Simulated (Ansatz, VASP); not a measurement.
# Ge (Germanium) in two plane-wave programs, part 4 of 4

Wanted: the spread between two codes on one cell, functional and k mesh. Of the first pair: The structure shown is the end of the Ansatz relaxation below.

VASP 6.6.1 and Ansatz 0.2.0.

So far. Step 3 (VASP: single point, LDA): The run ends at a pressure of -2.95 GPa, with forces up to 0.0029 eV/Å.

**5. VASP: zone-centre phonons, LDA**

Level of this step: LDA; plane waves and PAW (Ge_d) (VASP).

Second derivatives magnify differences that forces hide, and they need a tight electronic threshold. The cell compared in this pair holds 41.60 Å³, against 46.52 Å³ for the pair before.

Input file INCAR:

```
SYSTEM = Ge
PREC = Accurate
ENCUT = 500
EDIFF = 1E-08
NELM = 120
ISMEAR = 0
SIGMA = 0.015
LREAL = .FALSE.
ALGO = Normal
GGA = PW92
NBANDS = 20
LORBIT = 11
LWAVE = .FALSE.
LCHARG = .FALSE.
ISIF = 2
ISYM = 2
IBRION = 8
LASPH = .TRUE.
GGA_COMPAT = .FALSE.
EFERMI = MIDGAP
KPAR = 2
```

Input file POSCAR:

```
Ge
1.0
    0.1055230606      2.8038360260      2.8038360260
    2.8038360260      0.1055230606      2.8038360260
    2.8038360260      2.8038360260      0.1055230606
Ge
2
Direct
    0.5026460342      0.5026460342      0.5026460342
    0.7473539658      0.7473539658      0.7473539658
```

Input file KPOINTS:

```
Points of the shifted mesh
1728
Reciprocal
 0.0416666667  0.0416666667  0.0416666667 1
 0.0416666667  0.0416666667  0.1250000000 1
 0.0416666667  0.0416666667  0.2083333333 1
 0.0416666667  0.0416666667  0.2916666667 1
 0.0416666667  0.0416666667  0.3750000000 1
 0.0416666667  0.0416666667  0.4583333333 1
 0.0416666667  0.0416666667  0.5416666667 1
 0.0416666667  0.0416666667  0.6250000000 1
 0.0416666667  0.0416666667  0.7083333333 1
 0.0416666667  0.0416666667  0.7916666667 1
 0.0416666667  0.0416666667  0.8750000000 1
 0.0416666667  0.0416666667  0.9583333333 1
 0.0416666667  0.1250000000  0.0416666667 1
 0.0416666667  0.1250000000  0.1250000000 1
 0.0416666667  0.1250000000  0.2083333333 1
 0.0416666667  0.1250000000  0.2916666667 1
 0.0416666667  0.1250000000  0.3750000000 1
 0.0416666667  0.1250000000  0.4583333333 1
 0.0416666667  0.1250000000  0.5416666667 1
 0.0416666667  0.1250000000  0.6250000000 1
 0.0416666667  0.1250000000  0.7083333333 1
 0.0416666667  0.1250000000  0.7916666667 1
 0.0416666667  0.1250000000  0.8750000000 1
 0.0416666667  0.1250000000  0.9583333333 1
 0.0416666667  0.2083333333  0.0416666667 1
 0.0416666667  0.2083333333  0.1250000000 1
 0.0416666667  0.2083333333  0.2083333333 1
 0.0416666667  0.2083333333  0.2916666667 1
 0.0416666667  0.2083333333  0.3750000000 1
 0.0416666667  0.2083333333  0.4583333333 1
 0.0416666667  0.2083333333  0.5416666667 1
 0.0416666667  0.2083333333  0.6250000000 1
 0.0416666667  0.2083333333  0.7083333333 1
 0.0416666667  0.2083333333  0.7916666667 1
 0.0416666667  0.2083333333  0.8750000000 1
 0.0416666667  0.2083333333  0.9583333333 1
 0.0416666667  0.2916666667  0.0416666667 1
 0.0416666667  0.2916666667  0.1250000000 1
 0.0416666667  0.2916666667  0.2083333333 1
 0.0416666667  0.2916666667  0.2916666667 1
 0.0416666667  0.2916666667  0.3750000000 1
 0.0416666667  0.2916666667  0.4583333333 1
 0.0416666667  0.2916666667  0.5416666667 1
 0.0416666667  0.2916666667  0.6250000000 1
 0.0416666667  0.2916666667  0.7083333333 1
 0.0416666667  0.2916666667  0.7916666667 1
 0.0416666667  0.2916666667  0.8750000000 1
 0.0416666667  0.2916666667  0.9583333333 1
 0.0416666667  0.3750000000  0.0416666667 1
 0.0416666667  0.3750000000  0.1250000000 1
 0.0416666667  0.3750000000  0.2083333333 1
 0.0416666667  0.3750000000  0.2916666667 1
 0.0416666667  0.3750000000  0.3750000000 1
 0.0416666667  0.3750000000  0.4583333333 1
 0.0416666667  0.3750000000  0.5416666667 1
 0.0416666667  0.3750000000  0.6250000000 1
 0.0416666667  0.3750000000  0.7083333333 1
 0.0416666667  0.3750000000  0.7916666667 1
 0.0416666667  0.3750000000  0.8750000000 1
 0.0416666667  0.3750000000  0.9583333333 1
 0.0416666667  0.4583333333  0.0416666667 1
 0.0416666667  0.4583333333  0.1250000000 1
 0.0416666667  0.4583333333  0.2083333333 1
 0.0416666667  0.4583333333  0.2916666667 1
 0.0416666667  0.4583333333  0.3750000000 1
 0.0416666667  0.4583333333  0.4583333333 1
 0.0416666667  0.4583333333  0.5416666667 1
 0.0416666667  0.4583333333  0.6250000000 1
 0.0416666667  0.4583333333  0.7083333333 1
 0.0416666667  0.4583333333  0.7916666667 1
 0.0416666667  0.4583333333  0.8750000000 1
 0.0416666667  0.4583333333  0.9583333333 1
 0.0416666667  0.5416666667  0.0416666667 1
 0.0416666667  0.5416666667  0.1250000000 1
 0.0416666667  0.5416666667  0.2083333333 1
 0.0416666667  0.5416666667  0.2916666667 1
 0.0416666667  0.5416666667  0.3750000000 1
 0.0416666667  0.5416666667  0.4583333333 1
 0.0416666667  0.5416666667  0.5416666667 1
 0.0416666667  0.5416666667  0.6250000000 1
 0.0416666667  0.5416666667  0.7083333333 1
 0.0416666667  0.5416666667  0.7916666667 1
 0.0416666667  0.5416666667  0.8750000000 1
 0.0416666667  0.5416666667  0.9583333333 1
 0.0416666667  0.6250000000  0.0416666667 1
 0.0416666667  0.6250000000  0.1250000000 1
 0.0416666667  0.6250000000  0.2083333333 1
 0.0416666667  0.6250000000  0.2916666667 1
 0.0416666667  0.6250000000  0.3750000000 1
 0.0416666667  0.6250000000  0.4583333333 1
 0.0416666667  0.6250000000  0.5416666667 1
 0.0416666667  0.6250000000  0.6250000000 1
 0.0416666667  0.6250000000  0.7083333333 1
 0.0416666667  0.6250000000  0.7916666667 1
 0.0416666667  0.6250000000  0.8750000000 1
 0.0416666667  0.6250000000  0.9583333333 1
 0.0416666667  0.7083333333  0.0416666667 1
 0.0416666667  0.7083333333  0.1250000000 1
 0.0416666667  0.7083333333  0.2083333333 1
 0.0416666667  0.7083333333  0.2916666667 1
 0.0416666667  0.7083333333  0.3750000000 1
 0.0416666667  0.7083333333  0.4583333333 1
 0.0416666667  0.7083333333  0.5416666667 1
 0.0416666667  0.7083333333  0.6250000000 1
 0.0416666667  0.7083333333  0.7083333333 1
 0.0416666667  0.7083333333  0.7916666667 1
 0.0416666667  0.7083333333  0.8750000000 1
 0.0416666667  0.7083333333  0.9583333333 1
 0.0416666667  0.7916666667  0.0416666667 1
 0.0416666667  0.7916666667  0.1250000000 1
 0.0416666667  0.7916666667  0.2083333333 1
 0.0416666667  0.7916666667  0.2916666667 1
[... 1390 lines left out ...]
 0.8750000000  0.4583333333  0.1250000000 1
 0.8750000000  0.4583333333  0.2083333333 1
 0.8750000000  0.4583333333  0.2916666667 1
 0.8750000000  0.4583333333  0.3750000000 1
 0.8750000000  0.4583333333  0.4583333333 1
 0.8750000000  0.4583333333  0.5416666667 1
 0.8750000000  0.4583333333  0.6250000000 1
 0.8750000000  0.4583333333  0.7083333333 1
 0.8750000000  0.4583333333  0.7916666667 1
 0.8750000000  0.4583333333  0.8750000000 1
 0.8750000000  0.4583333333  0.9583333333 1
 0.8750000000  0.5416666667  0.0416666667 1
 0.8750000000  0.5416666667  0.1250000000 1
 0.8750000000  0.5416666667  0.2083333333 1
 0.8750000000  0.5416666667  0.2916666667 1
 0.8750000000  0.5416666667  0.3750000000 1
 0.8750000000  0.5416666667  0.4583333333 1
 0.8750000000  0.5416666667  0.5416666667 1
 0.8750000000  0.5416666667  0.6250000000 1
 0.8750000000  0.5416666667  0.7083333333 1
 0.8750000000  0.5416666667  0.7916666667 1
 0.8750000000  0.5416666667  0.8750000000 1
 0.8750000000  0.5416666667  0.9583333333 1
 0.8750000000  0.6250000000  0.0416666667 1
 0.8750000000  0.6250000000  0.1250000000 1
 0.8750000000  0.6250000000  0.2083333333 1
 0.8750000000  0.6250000000  0.2916666667 1
 0.8750000000  0.6250000000  0.3750000000 1
 0.8750000000  0.6250000000  0.4583333333 1
 0.8750000000  0.6250000000  0.5416666667 1
 0.8750000000  0.6250000000  0.6250000000 1
 0.8750000000  0.6250000000  0.7083333333 1
 0.8750000000  0.6250000000  0.7916666667 1
 0.8750000000  0.6250000000  0.8750000000 1
 0.8750000000  0.6250000000  0.9583333333 1
 0.8750000000  0.7083333333  0.0416666667 1
 0.8750000000  0.7083333333  0.1250000000 1
 0.8750000000  0.7083333333  0.2083333333 1
 0.8750000000  0.7083333333  0.2916666667 1
 0.8750000000  0.7083333333  0.3750000000 1
 0.8750000000  0.7083333333  0.4583333333 1
 0.8750000000  0.7083333333  0.5416666667 1
 0.8750000000  0.7083333333  0.6250000000 1
 0.8750000000  0.7083333333  0.7083333333 1
 0.8750000000  0.7083333333  0.7916666667 1
 0.8750000000  0.7083333333  0.8750000000 1
 0.8750000000  0.7083333333  0.9583333333 1
 0.8750000000  0.7916666667  0.0416666667 1
 0.8750000000  0.7916666667  0.1250000000 1
 0.8750000000  0.7916666667  0.2083333333 1
 0.8750000000  0.7916666667  0.2916666667 1
 0.8750000000  0.7916666667  0.3750000000 1
 0.8750000000  0.7916666667  0.4583333333 1
 0.8750000000  0.7916666667  0.5416666667 1
 0.8750000000  0.7916666667  0.6250000000 1
 0.8750000000  0.7916666667  0.7083333333 1
 0.8750000000  0.7916666667  0.7916666667 1
 0.8750000000  0.7916666667  0.8750000000 1
 0.8750000000  0.7916666667  0.9583333333 1
 0.8750000000  0.8750000000  0.0416666667 1
 0.8750000000  0.8750000000  0.1250000000 1
 0.8750000000  0.8750000000  0.2083333333 1
 0.8750000000  0.8750000000  0.2916666667 1
 0.8750000000  0.8750000000  0.3750000000 1
 0.8750000000  0.8750000000  0.4583333333 1
 0.8750000000  0.8750000000  0.5416666667 1
 0.8750000000  0.8750000000  0.6250000000 1
 0.8750000000  0.8750000000  0.7083333333 1
 0.8750000000  0.8750000000  0.7916666667 1
 0.8750000000  0.8750000000  0.8750000000 1
 0.8750000000  0.8750000000  0.9583333333 1
 0.8750000000  0.9583333333  0.0416666667 1
 0.8750000000  0.9583333333  0.1250000000 1
 0.8750000000  0.9583333333  0.2083333333 1
 0.8750000000  0.9583333333  0.2916666667 1
 0.8750000000  0.9583333333  0.3750000000 1
 0.8750000000  0.9583333333  0.4583333333 1
 0.8750000000  0.9583333333  0.5416666667 1
 0.8750000000  0.9583333333  0.6250000000 1
 0.8750000000  0.9583333333  0.7083333333 1
 0.8750000000  0.9583333333  0.7916666667 1
 0.8750000000  0.9583333333  0.8750000000 1
 0.8750000000  0.9583333333  0.9583333333 1
 0.9583333333  0.0416666667  0.0416666667 1
 0.9583333333  0.0416666667  0.1250000000 1
 0.9583333333  0.0416666667  0.2083333333 1
 0.9583333333  0.0416666667  0.2916666667 1
 0.9583333333  0.0416666667  0.3750000000 1
 0.9583333333  0.0416666667  0.4583333333 1
 0.9583333333  0.0416666667  0.5416666667 1
 0.9583333333  0.0416666667  0.6250000000 1
 0.9583333333  0.0416666667  0.7083333333 1
 0.9583333333  0.0416666667  0.7916666667 1
 0.9583333333  0.0416666667  0.8750000000 1
 0.9583333333  0.0416666667  0.9583333333 1
 0.9583333333  0.1250000000  0.0416666667 1
 0.9583333333  0.1250000000  0.1250000000 1
 0.9583333333  0.1250000000  0.2083333333 1
 0.9583333333  0.1250000000  0.2916666667 1
 0.9583333333  0.1250000000  0.3750000000 1
 0.9583333333  0.1250000000  0.4583333333 1
 0.9583333333  0.1250000000  0.5416666667 1
 0.9583333333  0.1250000000  0.6250000000 1
 0.9583333333  0.1250000000  0.7083333333 1
 0.9583333333  0.1250000000  0.7916666667 1
 0.9583333333  0.1250000000  0.8750000000 1
 0.9583333333  0.1250000000  0.9583333333 1
 0.9583333333  0.2083333333  0.0416666667 1
 0.9583333333  0.2083333333  0.1250000000 1
 0.9583333333  0.2083333333  0.2083333333 1
 0.9583333333  0.2083333333  0.2916666667 1
 0.9583333333  0.2083333333  0.3750000000 1
 0.9583333333  0.2083333333  0.4583333333 1
 0.9583333333  0.2083333333  0.5416666667 1
 0.9583333333  0.2083333333  0.6250000000 1
 0.9583333333  0.2083333333  0.7083333333 1
 0.9583333333  0.2083333333  0.7916666667 1
 0.9583333333  0.2083333333  0.8750000000 1
 0.9583333333  0.2083333333  0.9583333333 1
 0.9583333333  0.2916666667  0.0416666667 1
 0.9583333333  0.2916666667  0.1250000000 1
 0.9583333333  0.2916666667  0.2083333333 1
 0.9583333333  0.2916666667  0.2916666667 1
 0.9583333333  0.2916666667  0.3750000000 1
 0.9583333333  0.2916666667  0.4583333333 1
 0.9583333333  0.2916666667  0.5416666667 1
 0.9583333333  0.2916666667  0.6250000000 1
 0.9583333333  0.2916666667  0.7083333333 1
 0.9583333333  0.2916666667  0.7916666667 1
 0.9583333333  0.2916666667  0.8750000000 1
 0.9583333333  0.2916666667  0.9583333333 1
 0.9583333333  0.3750000000  0.0416666667 1
 0.9583333333  0.3750000000  0.1250000000 1
 0.9583333333  0.3750000000  0.2083333333 1
 0.9583333333  0.3750000000  0.2916666667 1
 0.9583333333  0.3750000000  0.3750000000 1
 0.9583333333  0.3750000000  0.4583333333 1
 0.9583333333  0.3750000000  0.5416666667 1
 0.9583333333  0.3750000000  0.6250000000 1
 0.9583333333  0.3750000000  0.7083333333 1
 0.9583333333  0.3750000000  0.7916666667 1
 0.9583333333  0.3750000000  0.8750000000 1
 0.9583333333  0.3750000000  0.9583333333 1
 0.9583333333  0.4583333333  0.0416666667 1
 0.9583333333  0.4583333333  0.1250000000 1
 0.9583333333  0.4583333333  0.2083333333 1
 0.9583333333  0.4583333333  0.2916666667 1
 0.9583333333  0.4583333333  0.3750000000 1
 0.9583333333  0.4583333333  0.4583333333 1
 0.9583333333  0.4583333333  0.5416666667 1
 0.9583333333  0.4583333333  0.6250000000 1
 0.9583333333  0.4583333333  0.7083333333 1
 0.9583333333  0.4583333333  0.7916666667 1
 0.9583333333  0.4583333333  0.8750000000 1
 0.9583333333  0.4583333333  0.9583333333 1
 0.9583333333  0.5416666667  0.0416666667 1
 0.9583333333  0.5416666667  0.1250000000 1
 0.9583333333  0.5416666667  0.2083333333 1
 0.9583333333  0.5416666667  0.2916666667 1
 0.9583333333  0.5416666667  0.3750000000 1
 0.9583333333  0.5416666667  0.4583333333 1
 0.9583333333  0.5416666667  0.5416666667 1
 0.9583333333  0.5416666667  0.6250000000 1
 0.9583333333  0.5416666667  0.7083333333 1
 0.9583333333  0.5416666667  0.7916666667 1
 0.9583333333  0.5416666667  0.8750000000 1
 0.9583333333  0.5416666667  0.9583333333 1
 0.9583333333  0.6250000000  0.0416666667 1
 0.9583333333  0.6250000000  0.1250000000 1
 0.9583333333  0.6250000000  0.2083333333 1
 0.9583333333  0.6250000000  0.2916666667 1
 0.9583333333  0.6250000000  0.3750000000 1
 0.9583333333  0.6250000000  0.4583333333 1
 0.9583333333  0.6250000000  0.5416666667 1
 0.9583333333  0.6250000000  0.6250000000 1
 0.9583333333  0.6250000000  0.7083333333 1
 0.9583333333  0.6250000000  0.7916666667 1
 0.9583333333  0.6250000000  0.8750000000 1
 0.9583333333  0.6250000000  0.9583333333 1
 0.9583333333  0.7083333333  0.0416666667 1
 0.9583333333  0.7083333333  0.1250000000 1
 0.9583333333  0.7083333333  0.2083333333 1
 0.9583333333  0.7083333333  0.2916666667 1
 0.9583333333  0.7083333333  0.3750000000 1
 0.9583333333  0.7083333333  0.4583333333 1
 0.9583333333  0.7083333333  0.5416666667 1
 0.9583333333  0.7083333333  0.6250000000 1
 0.9583333333  0.7083333333  0.7083333333 1
 0.9583333333  0.7083333333  0.7916666667 1
 0.9583333333  0.7083333333  0.8750000000 1
 0.9583333333  0.7083333333  0.9583333333 1
 0.9583333333  0.7916666667  0.0416666667 1
 0.9583333333  0.7916666667  0.1250000000 1
 0.9583333333  0.7916666667  0.2083333333 1
 0.9583333333  0.7916666667  0.2916666667 1
 0.9583333333  0.7916666667  0.3750000000 1
 0.9583333333  0.7916666667  0.4583333333 1
 0.9583333333  0.7916666667  0.5416666667 1
 0.9583333333  0.7916666667  0.6250000000 1
 0.9583333333  0.7916666667  0.7083333333 1
 0.9583333333  0.7916666667  0.7916666667 1
 0.9583333333  0.7916666667  0.8750000000 1
 0.9583333333  0.7916666667  0.9583333333 1
 0.9583333333  0.8750000000  0.0416666667 1
 0.9583333333  0.8750000000  0.1250000000 1
 0.9583333333  0.8750000000  0.2083333333 1
 0.9583333333  0.8750000000  0.2916666667 1
 0.9583333333  0.8750000000  0.3750000000 1
 0.9583333333  0.8750000000  0.4583333333 1
 0.9583333333  0.8750000000  0.5416666667 1
 0.9583333333  0.8750000000  0.6250000000 1
 0.9583333333  0.8750000000  0.7083333333 1
 0.9583333333  0.8750000000  0.7916666667 1
 0.9583333333  0.8750000000  0.8750000000 1
 0.9583333333  0.8750000000  0.9583333333 1
 0.9583333333  0.9583333333  0.0416666667 1
 0.9583333333  0.9583333333  0.1250000000 1
 0.9583333333  0.9583333333  0.2083333333 1
 0.9583333333  0.9583333333  0.2916666667 1
 0.9583333333  0.9583333333  0.3750000000 1
 0.9583333333  0.9583333333  0.4583333333 1
 0.9583333333  0.9583333333  0.5416666667 1
 0.9583333333  0.9583333333  0.6250000000 1
 0.9583333333  0.9583333333  0.7083333333 1
 0.9583333333  0.9583333333  0.7916666667 1
 0.9583333333  0.9583333333  0.8750000000 1
 0.9583333333  0.9583333333  0.9583333333 1
```

The projector-augmented-wave data sets are Ge_d (LDA family, release 64).

Started as:

```console
$ mpirun -np 2 vasp_std
```

Numbers of over 12 decimals in the logs are rounded to 6 here.

Output:

```text
[banner, memory and clock lines left out]
running    2 mpi-ranks, on    1 nodes
[...]
[... a notice as in an earlier step ...]

 LDA part: xc-table for (Slater(with rela. corr.)+PW92), standard interpolation
 POSCAR, INCAR and KPOINTS ok, starting setup
[...]
entering main loop
       N       E                     dE             d eps       ncg     rms          rms(c)
DAV:   1     0.181396979370E+03    0.18140E+03   -0.14628E+04 74964   0.379E+03
DAV:   2     0.141949094190E+02   -0.16720E+03   -0.16252E+03 69284   0.583E+02
DAV:   3    -0.977158004598E+01   -0.23966E+02   -0.23797E+02 77456   0.142E+02
DAV:   4    -0.105049696730E+02   -0.73339E+00   -0.73285E+00 78224   0.293E+01
[...]
DAV:  11    -0.102971222860E+02    0.99918E-07   -0.19441E-06 78124   0.165E-02    0.165E-03
DAV:  12    -0.102971222528E+02    0.33143E-07   -0.11559E-07 94116   0.421E-03    0.350E-04
DAV:  13    -0.102971222525E+02    0.29286E-09   -0.10164E-08 49164   0.171E-03
   1 F= -.10297122E+02 E0= -.10297122E+02  d E =-.156705E-19
 Linear response reoptimize wavefunctions to high precision
DAV:   1    -0.102971222526E+02   -0.81855E-10   -0.31752E-09 61420   0.556E-04
DAV:   2    -0.102971222526E+02   -0.33651E-10   -0.40726E-10 40096   0.237E-04
 Linear response DOF=           1
 Linear response progress:
  Degree of freedom:   1/  1
       N       E                     dE             d eps       ncg     rms          rms(c)
RMM:   1    -0.187656369105E+00   -0.18766E+00    0.89384E+00 82755   0.459E+01
RMM:   2    -0.195350402166E+00   -0.76940E-02   -0.15191E-02111459   0.122E+00    0.824E-02
RMM:   3    -0.195470767927E+00   -0.12037E-03   -0.11023E-03120184   0.338E-01    0.475E-02
RMM:   4    -0.195459689762E+00    0.11078E-04   -0.71130E-05126727   0.839E-02    0.510E-03
[...]
RMM:  11    -0.195476280056E+00   -0.18290E-07   -0.45638E-09131894   0.640E-05    0.302E-06
RMM:  12    -0.195476305149E+00   -0.25093E-07   -0.16494E-09146906   0.421E-05    0.552E-07
RMM:  13    -0.195476306021E+00   -0.87108E-09    0.22389E-09175732   0.325E-05    0.298E-07
 first order change of Fermi-energy   0.15713E+01
 force on displaced ion       1 direction 1 : -13.237   0.314   0.314
 Linear response finished
```

From OUTCAR (step 5):

```text
  Total        1.4660599      1.4660599      1.4660599     -0.7240196     -0.7240196     -0.7240196
  in kB       56.4675039     56.4675039     56.4675039    -27.8867045    -27.8867045    -27.8867045
  external PRESSURE =      56.4675039 kB  Pullay stress =       0.0000000 kB

 POSITION                                       TOTAL-FORCE (eV/Angst)
 -----------------------------------------------------------------------------------
      2.87171      2.87171      2.87171         0.002357      0.002357      0.002357
      4.26978      4.26978      4.26978        -0.002357     -0.002357     -0.002357
 -----------------------------------------------------------------------------------
    total drift:                               -0.000000     -0.000000      0.000000

[... 1 part as in an earlier step ...]

[... 1 further part left out ...]
```

**6. Ansatz: zone-centre phonons, LDA**

The same cell, functional (in two slightly different forms), mesh and smearing now go to Ansatz, which takes its cutoff from its data sets.

The cell is taken from a series of runs on this material, whose earlier steps may have relaxed, scaled, displaced or heated it; both programs get it as it stands.

Input file input.yaml:

```yaml
crystal:
  lattice:
    - [0.1055230606, 2.803836026, 2.803836026]
    - [2.803836026, 0.1055230606, 2.803836026]
    - [2.803836026, 2.803836026, 0.1055230606]
  atoms:
    - { symbol: Ge, position: [0.5026460342, 0.5026460342, 0.5026460342] }
    - { symbol: Ge, position: [0.7473539658, 0.7473539658, 0.7473539658] }
kpoints:
  mp_grid: { grid: [12, 12, 12], shift: [0.5, 0.5, 0.5] }
hamiltonian:
  xc: lda
  pseudopotentials: { kind: paw, azcp: { folder: soft_1 }, xc_functional: pbe }
scf:
  occupations: { method: gaussian, width: 0.015 }
output:
  eigenvalues: true
phonons:
  method: dfpt
```

Started as:

```console
$ ansatz run input.yaml --threads 4 --pin off --max-ram 10240MiB --backend cpu --events-out ev --progress --plain --runs-dir out
```

Output:

```text
[...]
Crystal: 2 atoms, lattice volume = 41.597 Å³
Basis set: ecut = 420 eV, 827 PW (Γ), exchange–correlation on 64×64×64 points (8 copies of the dense FFT grid, shifted against one another)
Bands: 18, of which v1, the nominal top of the filled ones, is band 14 counted from 1 (13 counted from 0)
Symmetry: 12 space group operations
k-points: 468 of 1728 (irreducible under 2 space group operations, time reversal used)
[...]
k mesh reduced under 2 symmetry operations, with k and −k counted as one. Each operation leaves every solved perturbation unchanged. A smaller set is not used because it would not reduce the number of displacements times k-points to solve
  ASR residual: 1.707e-5 → 0.000e0 eV/Å²; symmetrization residual: 2.256e-12 eV/Å²
  ASR residual per site (eV/Å²): 1.71e-5 1.71e-5
  Γ frequencies (cm⁻¹): 0.00 0.00 0.00 306.26 317.49 317.49
  non-analytic LO–TO correction: not included (Born effective charges unavailable; polar crystals: no LO–TO splitting at Γ)
[key lines of the parts left out:]
SCF converged after 8 iterations
Free energy (F): -8431.368711 eV
Fermi energy:    9.654385 eV
```

**7. Comparison**

Compared:

```csv
quantity,Ansatz,VASP,difference
optical mode 1 (cm⁻¹),306.3,307.3,-0.34 %
optical mode 2 to 3 (cm⁻¹),317.5,318.6,-0.34 %
```

Modes are paired by rising frequency, not by their patterns, so a pair may set unlike modes beside each other; they are those without the splitting of longitudinal modes.

**8. What came out**

```json
{
  "difference in pressure (single point, LDA)": "-0.040 GPa",
  "r.m.s. difference of the optical zone-centre modes, each program's sorted by frequency (zone-centre phonons, LDA)": "1.1 cm⁻¹"
}
```

What this shows: The difference in pressure is -0.040 GPa (single point, LDA), within the 1 GPa picked in this series as the mark of a large difference. How closely two codes agree says nothing of how well the functional describes the real material.

[Lines on the potential files, build, host, timing and source positions are cut from VASP's logs without a mark.]

[Logs are printed without paths, hosts, clocks, repeated set-up lines and the standing remarks that a program may print on its own settings, such as how far it seeks lower states.]

[Hosts, paths, dates, database ids (printed as entryN), source tags and the programs' standing remarks are cut or masked in the printed files.]
